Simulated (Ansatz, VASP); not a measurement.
**Cross-check of InP between VASP and Ansatz**

Aim: how closely do two programs agree when they are given the same cell, functional and k mesh? The structure shown comes from an earlier Ansatz run, which isn't shown and may have moved the atoms alone.

Method: plane waves, with VASP 6.6.1 beside it; elastic constants at PBE, in Ansatz 0.2.0.

## Step 1: The structure

Symmetry: F-43m, No. 216, cubic system. The conventional cell has a = 5.959 Å, b = 5.959 Å, c = 5.959 Å, α = 90.00°, β = 90.00°, γ = 90.00°. Nearest to In lie 4 P at 2.58 Å. P has 4 In at 2.58 Å nearest. Farther neighbours are not listed.

## Step 2: Ansatz: elastic constants, PBE

Ansatz runs on its default PAW (the set named soft_2) files.

Elastic constants are differences of stresses under small strains, so they test the stress and the mesh.

File input.yaml:

```yaml
crystal:
  lattice:
    - [0.0, 2.9796455332, 2.9796455332]
    - [2.9796455332, 0.0, 2.9796455332]
    - [2.9796455332, 2.9796455332, 0.0]
  atoms:
    - { symbol: In, position: [0.0, 0.0, 0.0] }
    - { symbol: P, position: [0.25, 0.25, 0.25] }
kpoints:
  mp_grid: { grid: [10, 10, 10] }
hamiltonian:
  xc: pbe
scf:
  occupations: { method: fixed }
output:
  forces: true
  stress: true
  eigenvalues: true
elastic:
  mode: relaxed_ion
  stencil: two_point
basis:
  ecutwfc: 320
```

Launch:

```
$ ansatz run input.yaml --threads 4 --pin off --max-ram 14336MiB --backend cpu --events-out ev --progress --plain --runs-dir out
```

Numbers of over 12 decimals in the logs are rounded to 6 here.

Output:

```text
Warning: basis.ecutwfc = 320 eV is below the records' recommended 420 eV, and the density's cutoff is lower with it unless basis.ecutrho_ratio is high enough to keep the records' density cutoff: compare with a run at a higher cutoff
Engine: ansatz 0.2.0, x86_64-unknown-linux-gnu
Pseudopotentials: kind: paw
Pseudopotential: In, paw, valence charge 13, recommended cutoff 420 eV (normal), In.paw.azcp
Pseudopotential: P, paw, valence charge 5, recommended cutoff 420 eV (normal), P.paw.azcp
Functional definition: PBE
  parameter kappa = 0.804
  parameter beta = 0.066725
  exchange = pbe_x(kappa = kappa, mu = beta*pi^2/3)
  correlation = pbe_c(beta = beta)
Crystal: 2 atoms, lattice volume = 52.908 Å³
Basis set: ecut = 320 eV, 701 PW (Γ), exchange–correlation on 50×50×50 points (8 copies of the dense FFT grid, shifted against one another)
Bands: 13, of which v1, the nominal top of the filled ones, is band 9 counted from 1 (8 counted from 0)
Symmetry: 24 space group operations
Space group: F-43m (ITA 216), of the structure as read, at distance tolerance 3.8e-5 Å
k-points: 47 of 1000 (time reversal used)
Non-local potential: In, projectors of the file, l = 0: 2, l = 1: 2, l = 2: 2, l = 3: 2
Non-local potential: P, projectors of the file, l = 0: 2, l = 1: 2, l = 2: 2
PAW form: soft (Blöchl's): semilocal exchange-correlation on the pseudo side does not see the compensation charge
PAW one-centre angular grid: In, 590 points (default); XC on 64 Gauss nodes
PAW one-centre angular grid: P, 110 points (default); XC on 64 Gauss nodes
Initial density: superposition of atomic densities (neutral atoms: chi_scale 0, normalization atom), corrected by the library's trained network
Initial wavefunctions: pseudopotential atomic-orbital guess
Functional: x = pbe(κ = 0.804, μ = 0.219515), c = pbe(β = 0.066725)
SCF iter   1: F=—  HF=-6353.971297 eV  |F-HF|=—  |Δ(HF+E_count)|=         —  Δρ=2.15e-3  dr2=4.63e-3  ethr=1.77e-3  ⟨swp⟩=5.0  Hψ=3197  notcnv=0  defer=86
preconditioner: auto → none  [insulator: Δε(μ)=0.435 eV  Ē_g=14.547 eV  n_scr=14 (ndim 8)  ℏωp=21.7 eV  f_vac=0.027  ε∞_Penn≈3.2]
SCF iter   2: F=—  HF=-6353.969304 eV  |F-HF|=—  |Δ(HF+E_count)|=   1.99e-3  Δρ=1.24e-3  dr2=6.49e-4  ethr=2.57e-5  ⟨swp⟩=3.1  Hψ=1600  notcnv=0  defer=92
SCF iter   3: F=—  HF=-6353.969217 eV  |F-HF|=—  |Δ(HF+E_count)|=   8.74e-5  Δρ=4.24e-4  dr2=6.42e-5  ethr=3.60e-6  ⟨swp⟩=2.0  Hψ=1136  notcnv=0  defer=88
SCF iter   4: F=—  HF=-6353.969290 eV  |F-HF|=—  |Δ(HF+E_count)|=   7.27e-5  Δρ=1.29e-4  dr2=6.35e-6  ethr=3.56e-7  ⟨swp⟩=2.6  Hψ=1127  notcnv=0  defer=84
SCF iter   5: F=—  HF=-6353.969300 eV  |F-HF|=—  |Δ(HF+E_count)|=   9.81e-6  Δρ=4.98e-5  dr2=1.02e-6  ethr=3.53e-8  ⟨swp⟩=2.0  Hψ=1023  notcnv=0  defer=81
SCF iter   6: F=—  HF=-6353.969302 eV  |F-HF|=—  |Δ(HF+E_count)|=   2.85e-6  Δρ=4.02e-6  dr2=7.87e-9  ethr=5.69e-9  ⟨swp⟩=2.0  Hψ=1034  notcnv=0  defer=82
SCF iter   7: F=—  HF=-6353.969302 eV  |F-HF|=—  |Δ(HF+E_count)|=   1.01e-8  Δρ=4.04e-7  dr2=1.19e-10  ethr=4.37e-11  ⟨swp⟩=3.1  Hψ=1122  notcnv=0  defer=82
SCF iter   8: F=—  HF=-6353.969302 eV  |F-HF|=—  |Δ(HF+E_count)|=  5.91e-11  Δρ=1.04e-7  dr2=3.82e-12  ethr=6.60e-13 (applied; sched 1.00e-12)  ⟨swp⟩=2.0  Hψ=1041  notcnv=0  defer=82
SCF iter   9: F=-6353.969302 eV  HF=-6353.969302 eV  |F-HF|=1.82e-12  |Δ(HF+E_count)|=    0.00e0  Δρ=5.37e-9  dr2=8.32e-15  ethr=1.00e-12  ⟨swp⟩=7.6  Hψ=3886  notcnv=0
SCF 1 converged in 9 iterations: F = -6353.969302 eV  dr2 = 8.32e-15
  greatest PAW one-centre occupation: 0.982 electrons in one spin orbital (limit 2), on the In atom at site 0 (counted from 0), in its partial waves of l = 2
Crystal: 2 atoms, lattice volume = 52.802 Å³
Symmetry: 8 space group operations
k-points: 102 of 1000 (time reversal used)
Initial density: handed on by an earlier stage of this run
Initial wavefunctions: those handed on with the density
iter 1 solved again at ethr=7.64e-8 eV; its pass at ethr=3.10e-3 eV (dr2=1.37e-5 eV) is discarded
[...]
preconditioner: auto → none  [insulator: Δε(μ)=0.457 eV  Ē_g=14.547 eV  n_scr=14 (ndim 8)  ℏωp=21.7 eV  f_vac=0.018  ε∞_Penn≈3.2]
[...]
SCF 7 converged in 7 iterations: F = -6353.969516 eV  dr2 = 4.29e-14
[...]
SCF 8 converged in 9 iterations: F = -6353.969503 eV  dr2 = 1.52e-14
relax step   1: F+E_penalty+E_count = -6353.96950270 eV  Δ(F+E_penalty+E_count) = +0.000e0 eV  max|allowed force component| = 1.363e-2 eV/Å  Δτ_max = 0.0000 Å  (9 SCF iters, accepted)
[...]
SCF iter   5: F=—  HF=-6353.969516 eV  |F-HF|=—  |Δ(HF+E_count)|=  1.47e-10  Δρ=1.49e-7  dr2=1.68e-11  ethr=1.63e-12  ⟨swp⟩=3.0  Hψ=4082  notcnv=0  defer=317
SCF iter   6: F=—  HF=-6353.969516 eV  |F-HF|=—  |Δ(HF+E_count)|=    0.00e0  Δρ=5.37e-8  dr2=1.73e-12  ethr=9.34e-14 (applied; sched 1.00e-12)  ⟨swp⟩=2.3  Hψ=3886  notcnv=0  defer=317
SCF iter   7: F=-6353.969516 eV  HF=-6353.969516 eV  |F-HF|=0.00e0  |Δ(HF+E_count)|=  1.82e-12  Δρ=1.39e-8  dr2=5.55e-14  ethr=1.00e-12  ⟨swp⟩=3.2  Hψ=8912  notcnv=0
SCF 9 converged in 7 iterations: F = -6353.969516 eV  dr2 = 5.55e-14
relax step   2: F+E_penalty+E_count = -6353.96951554 eV  Δ(F+E_penalty+E_count) = -1.284e-5 eV  max|allowed force component| = 1.683e-6 eV/Å  Δτ_max = 0.0009 Å  (7 SCF iters, accepted)
iter 1 solved again at ethr=1.00e-12 eV; its pass at ethr=3.10e-3 eV (dr2=2.77e-11 eV) is discarded
SCF iter   1: F=—  HF=-6353.969519 eV  |F-HF|=—  |Δ(HF+E_count)|=         —  Δρ=2.91e-7  dr2=2.83e-11  ethr=1.00e-12  ⟨swp⟩=2.1  Hψ=12835  notcnv=0  defer=233
SCF iter   2: F=—  HF=-6353.969516 eV  |F-HF|=—  |Δ(HF+E_count)|=   3.14e-6  Δρ=2.00e-7  dr2=2.69e-11  ethr=1.57e-13 (applied; sched 1.00e-12)  ⟨swp⟩=3.3  Hψ=4541  notcnv=0  defer=233
SCF iter   3: F=—  HF=-6353.969516 eV  |F-HF|=—  |Δ(HF+E_count)|=  7.28e-12  Δρ=1.10e-7  dr2=5.48e-12  ethr=1.49e-13 (applied; sched 1.00e-12)  ⟨swp⟩=1.7  Hψ=2469  notcnv=0  defer=233
SCF iter   4: F=—  HF=-6353.969516 eV  |F-HF|=—  |Δ(HF+E_count)|=  1.82e-12  Δρ=6.96e-8  dr2=1.71e-12  ethr=3.05e-14 (applied; sched 1.00e-12)  ⟨swp⟩=1.4  Hψ=2301  notcnv=0  defer=233
SCF iter   5: F=—  HF=-6353.969516 eV  |F-HF|=—  |Δ(HF+E_count)|=  2.73e-12  Δρ=3.22e-8  dr2=3.07e-13  ethr=9.50e-15 (applied; sched 1.00e-12)  ⟨swp⟩=1.9  Hψ=2464  notcnv=0  defer=233
SCF iter   6: F=-6353.969516 eV  HF=-6353.969516 eV  |F-HF|=9.09e-13  |Δ(HF+E_count)|=  2.73e-12  Δρ=1.50e-8  dr2=7.52e-14  ethr=1.00e-12  ⟨swp⟩=4.0  Hψ=6509  notcnv=0
SCF 10 converged in 6 iterations: F = -6353.969516 eV  dr2 = 7.52e-14
SCF converged after 9 iterations
Free energy (F): -6353.969302 eV
Harris-Foulkes:  -6353.969302 eV  (|F-HF|=1.82e-12)
Internal energy: -6353.969302 eV  (E = F + TS)
E sigma→0 (E₀):  -6353.969302 eV
Fermi energy:    6.379073 eV
--- Per-component energies (eV) ---
  E_band       = -61.270148
  E_kinetic    = 312.628691
  E_local      = -1428.110989  (includes V_loc(G=0)·N_el)
  E_nonlocal   = 400.838300
  E_hartree    = 562.351657
  E_xc         = -276.088280
  E_vxc        = -159.157882  (∫ρ·V_xc dr)
  E_paw        = -4725.014560  (= ΣΔE_a)
  E_vpaw       = -312.171687  (= ΣTr[D̂ρ^β])
  E_aug_tail   = 0.000105  (compensation charges beyond the density's cutoff)
  E_ewald      = -1200.574227
  E_smearing   = -0.000000  (= −TS)
  E_closure    = 0.000000  (closes the sum)
  Σ components = -6353.969302   (vs F -6353.969302, Δ=0.00e0)
--- Forces (eV/Å), atoms counted from 1 ---
  atom   1  In     0.00000000     0.00000000    -0.00000000
  atom   2  P     -0.00000000     0.00000000     0.00000000
  max |Σ_I F_I| component: 4.16e-17 eV/Å
--- Stress (GPa, compression-positive) ---
        0.076703       0.000000       0.000000
        0.000000       0.076703       0.000000
       -0.000000       0.000000       0.076703
  P = ⅓ Tr σ = 0.0767 GPa (0.767 kbar)
--- Band table (eV; the first three rows and the last of 47) ---
  k-point 0: bands = [... 5 lower, -4.8044, 6.3791, 6.3791, 6.3791, 6.8302, 10.4696, 10.4696, 10.4696]
  k-point 1: bands = [... 5 lower, -4.6977, 5.1952, 6.2658, 6.2658, 7.6827, 10.5138, 10.6455, 10.6455]
  k-point 2: bands = [... 5 lower, -4.3938, 3.7376, 6.0058, 6.0058, 8.0574, 10.9998, 10.9998, 11.0624]
  k-point 46: bands = [... 5 lower, -2.5846, 0.9655, 3.6829, 3.7314, 10.1710, 10.2666, 12.4003, 12.9142]
--- Elastic constants: 2 strain directions × 2 members + reference (group order 24) ---
  dense FFT box of the reference and of every strained cell: 25×25×25
  strains applied: 11, 23; error gains: componentwise 1.00 (the most a stress slope's error grows in a printed constant), spectral 1.73 (1 for all six strains in a standard setting)
  C = ∂σ_k/∂η_j (tension-positive GPa; Voigt order 11 22 33 23 13 12):
        87.062     45.812     45.812     -0.000     -0.000     -0.000
        45.812     87.062     45.812     -0.000      0.000      0.000
        45.812     45.812     87.062     -0.000      0.000      0.000
         0.000      0.000      0.000     41.388      0.000      0.000
        -0.000     -0.000     -0.000     -0.000     41.388     -0.000
         0.000     -0.000      0.000      0.000     -0.000     41.388
  reference stress σ⁰ (GPa):     -0.077     -0.077     -0.077     -0.000      0.000     -0.000
  C* (energy form; C + prestress term) asymmetry max|C*_kj − C*_jk| = 2.132e-14 GPa — a small one proves nothing (zero by symmetry where the batch's group is 432, −43m or m−3m); a large one is finite-difference/SCF noise where every solve meets its electron count
  moduli (Voigt/Reuss/Hill, GPa): K = 59.56/59.56/59.56   G = 33.08/29.51/31.29   E = 79.89   ν = 0.276
  mechanically stable: yes (min eigenvalue of sym C = 41.25 GPa)
  strain η (Voigt 11):  stress-route row diagonal C_11 = 87.06 GPa, energy-path curvature d²(F+E_count+ΔE)/dδ²/Ω₀ = 88.02 GPa
         δ    σ_11 (GPa)             F (eV)   n_scf  n_hpsi   n_pw
    -2.000e-3      -0.2524       -6353.9693864       7   24943    701   relax 0 steps, max|allowed force component| 8.33e-17 eV/Å
     2.000e-3       0.0959       -6353.9694683       6   22514    701   relax 0 steps, max|allowed force component| 8.33e-17 eV/Å
  strain η (Voigt 23):  stress-route row diagonal C_44 = 41.39 GPa, energy-path curvature d²(F+E_count+ΔE)/dδ²/Ω₀ = 42.77 GPa
         δ    σ_23 (GPa)             F (eV)   n_scf  n_hpsi   n_pw
    -2.000e-3      -0.0828       -6353.9695155       7   35008    701   relax 3 steps, max|allowed force component| 2.01e-7 eV/Å
     2.000e-3       0.0828       -6353.9695155       6   32695    701   relax 2 steps, max|allowed force component| 1.68e-6 eV/Å
```

The column dr2 measures how far the density is from self-consistency, as an energy; F and HF (Harris–Foulkes) agree once it is small.

(Continued in part 2 of 2.)

[Lines on the potential files, build, host, timing and source positions are cut from VASP's logs without a mark.]

[Logs are printed without paths, hosts, clocks, repeated set-up lines and the standing remarks that a program may print on its own settings, such as how far it seeks lower states.]

[Hosts, paths, dates, database ids (printed as entryN), source tags and the programs' standing remarks are cut or masked in the printed files.]
